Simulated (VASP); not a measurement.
These are PBEsol GGA, VASP's PBE PAW potentials (set 64) (plane waves; VASP) values and carry that method's errors.

Input for VASP

INCAR:
```
# general
SYSTEM =CdSe
PREC   =Accurate
ENCUT  =300   # plane-wave cut-off (eV)
LREAL  =F
LASPH  =T

# electronic loop
EDIFF  =1E-6   # SCF stop (eV)
NELM   =100   # most electronic steps
ALGO   =Normal   # blocked Davidson
LMAXMIX=4

# smearing
ISMEAR =0
SIGMA  =0.01   # width (eV)

# functional
GGA    =PS   # PBEsol

# ions
IBRION =2   # conjugate gradients
NSW    =50
ISIF   =3
EDIFFG =-0.01   # ionic stop

# output
LWAVE  =F
LCHARG =F
```

**POSCAR**
```
CdSe
1.0
  0.0000000000   3.0493920000   3.0493920000
  3.0493920000   0.0000000000   3.0493920000
  3.0493920000   3.0493920000   0.0000000000
Cd Se
1 1
Cartesian
  0.0000000000   0.0000000000   0.0000000000
  4.5740880000   4.5740880000   4.5740880000
```

File KPOINTS:
```
Automatic mesh
0
Gamma
5 5 5
0 0 0
```

POTCAR, in this order: Cd Se (PBE.64 set). Program: vasp_std.

Output of the run:

**OUTCAR**
```
 ion  position               nearest neighbor table
   1  0.000  0.000  0.000-   2 2.64   2 2.64   2 2.64   2 2.64
   2  0.750  0.750  0.750-   1 2.64   1 2.64   1 2.64   1 2.64
  LATTYP: Found a face centered cubic cell.
 ALAT       =     6.0987840000
 Subroutine PRICEL returns:
 Original cell was already a primitive cell.
 Subroutine GETGRP returns: Found 24 space group operations
The static configuration has the point symmetry T_d .
The dynamic configuration has the point symmetry T_d .
 Subroutine INISYM returns: Found 24 space group operations
 Subroutine IBZKPT returns following result:
 Found     10 irreducible k-points:

 Following reciprocal coordinates:
            Coordinates               Weight
  0.000000  0.000000  0.000000      1.000000
  0.200000  0.000000  0.000000      8.000000
  0.400000  0.000000  0.000000      8.000000
  0.200000  0.200000  0.000000      6.000000
  0.400000  0.200000  0.000000     24.000000
 -0.400000  0.200000  0.000000     24.000000
 -0.200000  0.200000  0.000000     12.000000
  0.400000  0.400000  0.000000      6.000000
 -0.400000  0.400000  0.000000     12.000000
 -0.400000  0.400000  0.200000     24.000000
   k-points           NKPTS =     10   k-points in BZ     NKDIM =     10   number of bands    NBANDS=     13
   number of dos      NEDOS =    301   number of ions     NIONS =      2
   total plane-waves  NPLWV =  13824
   dimension x,y,z NGX =    24 NGY =   24 NGZ =   24
   dimension x,y,z NGXF=    48 NGYF=   48 NGZF=   48
   ions per type =               1   1
   PREC   = accura    normal or accurate (medium, high low for compatibility)
   ISTART =      0    job   : 0-new  1-cont  2-samecut
   ICHARG =      2    charge: 1-file 2-atom 10-const
   ISPIN  =      1    spin polarized calculation?
   LNONCOLLINEAR =      F non collinear calculations
   LSORBIT =      F    spin-orbit coupling
   INIWAV =      1    electr: 0-lowe 1-rand  2-diag
   ENCUT  =  300.0 eV  22.05 Ry    4.70 a.u.   6.09  6.09  6.09*2*pi/ulx,y,z
   NELM   =    100;   NELMIN=  2; NELMDL= -5     # of ELM steps
   EDIFF  = 0.1E-05   stopping-criterion for ELM
   LREAL  =      F    real-space projection
   NLSPLINE    = F    spline interpolate recip. space projectors
   LMAXMIX     =    4 max onsite mixed and CHGCAR
   VOSKOWN=      0    Vosko Wilk Nusair interpolation
   EDIFFG = -.1E-01   stopping-criterion for IOM
   NSW    =     50    number of steps for IOM
   NBLOCK =      1;   KBLOCK =     50    inner block; outer block
   IBRION =      2    ionic relax: 0-MD 1-quasi-New 2-CG
   NFREE  =      1    steps in history (QN), initial steepest desc. (CG)
   ISIF   =      3    stress and relaxation
   ISYM   =      2    0-nonsym 1-usesym 2-fastsym
   TEIN   =    0.0    initial temperature
   TEBEG  =    0.0;   TEEND  =   0.0 temperature during run
   SMASS  =  -3.00    Nose mass-parameter (am)
   PSTRESS=    0.0 pullay stress
   NELECT =      18.0000    total number of electrons
   EFERMI =   0.00;   METHOD = LEGACY
   ISMEAR =     0;   SIGMA  =   0.01  broadening in eV -4-tet -1-fermi 0-gaus
   IALGO  =     38    algorithm
   LDIAG  =      T    sub-space diagonalisation (order eigenvalues)
   IMIX   =      4    mixing-type and parameters
     AMIX     =   0.40;   BMIX     =  1.00
     AMIX_MAG =   1.60;   BMIX_MAG =  1.00
     AMIN     =   0.10
   GGA     = PS    functional components
   VOSKOWN =     0    Vosko Wilk Nusair interpolation
   LHFCALC =     F    Hartree Fock is set to
   LHFONE  =     F    Hartree Fock one center treatment
   AEXX    =    0.0000 exact exchange contribution
   IVDW    =     0    specifies the selected vdW correction
   LEPSILON=     F    determine dielectric tensor
   LRPA    =     F    only Hartree local field effects (RPA)
  energy-cutoff  :      300.00
...
```

File OSZICAR:
```
       N       E                     dE             d eps       ncg     rms          rms(c)
DAV:   1     0.741118099809E+02    0.74112E+02   -0.67574E+03   268   0.799E+02
DAV:   2    -0.363640620488E+01   -0.77748E+02   -0.75474E+02   310   0.231E+02
DAV:   3    -0.653550837305E+01   -0.28991E+01   -0.28949E+01   290   0.457E+01
DAV:   4    -0.654762071268E+01   -0.12112E-01   -0.12112E-01   300   0.291E+00
DAV:   5    -0.654769249145E+01   -0.71779E-04   -0.71779E-04   290   0.207E-01    0.630E+00
DAV:   6    -0.618816841010E+01    0.35952E+00   -0.69008E-01   334   0.112E+01    0.498E+00
DAV:   7    -0.616249401891E+01    0.25674E-01   -0.14974E-01   285   0.293E+00    0.221E+00
DAV:   8    -0.616084426631E+01    0.16498E-02   -0.14538E-02   270   0.170E+00    0.215E-01
DAV:   9    -0.616071510976E+01    0.12916E-03   -0.19487E-03   285   0.656E-01    0.474E-02
DAV:  10    -0.616073132411E+01   -0.16214E-04   -0.20276E-04   275   0.209E-01    0.390E-02
DAV:  11    -0.616075611383E+01   -0.24790E-04   -0.47042E-05   265   0.570E-02    0.148E-02
DAV:  12    -0.616075526018E+01    0.85365E-06   -0.49467E-06   295   0.323E-02
   1 F= -.61607553E+01 E0= -.61607553E+01  d E =-.616076E+01
       N       E                     dE             d eps       ncg     rms          rms(c)
DAV:   1    -0.616129298406E+01   -0.53687E-03   -0.10570E-02   275   0.133E+00    0.165E-01
DAV:   2    -0.616082768770E+01    0.46530E-03   -0.11431E-03   280   0.513E-01    0.562E-02
DAV:   3    -0.616077920574E+01    0.48482E-04   -0.13287E-04   270   0.127E-01    0.488E-02
DAV:   4    -0.616077619050E+01    0.30152E-05   -0.90020E-06   260   0.279E-02    0.746E-03
DAV:   5    -0.616077630881E+01   -0.11831E-06   -0.18945E-06   210   0.208E-02
   2 F= -.61607763E+01 E0= -.61607763E+01  d E =-.210486E-04
```

OUTCAR:
```
------------------------ aborting loop because EDIFF is reached ----------------------------------------
  FORCE on cell =-STRESS in cart. coord.  units (eV):
  Direction    XX          YY          ZZ          XY          YZ          ZX
  --------------------------------------------------------------------------------------
  Total        0.0105892      0.0105892      0.0105892     -0.0000000      0.0000000     -0.0000000
  in kB        0.2996823      0.2996823      0.2996823     -0.0000000      0.0000000     -0.0000000
  external PRESSURE =       0.2996823 kB  Pullay stress =       0.0000000 kB
  volume of cell :       56.61
      direct lattice vectors                 reciprocal lattice vectors
     0.000000000  3.047617264  3.047617264    -0.164062596  0.164062596  0.164062596
     3.047617264  0.000000000  3.047617264     0.164062596 -0.164062596  0.164062596
     3.047617264  3.047617264 -0.000000000     0.164062596  0.164062596 -0.164062596
  FREE ENERGIE OF THE ION-ELECTRON SYSTEM (eV)
  ---------------------------------------------------
  free  energy   TOTEN  =        -6.1607763088 eV

  energy  without entropy=       -6.1607763088  energy(sigma->0) =       -6.16077631

 reached required accuracy - stopping structural energy minimisation
```
(Selected blocks of OUTCAR.)

### CONTCAR
```
CdSe
   1.00000000000000
     0.0000000000000000    3.0476172638981129    3.0476172638981129
     3.0476172638981129    0.0000000000000000    3.0476172638981129
     3.0476172638981129    3.0476172638981129   -0.0000000000000000
  Cd              Se
     1     1
Direct
     1.0000000000000000    0.0000000000000000    0.0000000000000000
     0.7500000000000000    0.7500000000000000    0.7500000000000000
```

At this cut-off the stress carries a Pulay error, which pulls relaxed volumes low.

The structure comes from a computed database's CdSe entry; how it stands against other phases isn't given here. This run relaxes it. Symmetry was kept, so distortions that lower it aren't found. The run is one of a series of settings (EDIFFG = -0.01, IBRION = 2, ISIF = 3, NSW = 50 against the base run), some of them coarse on purpose.
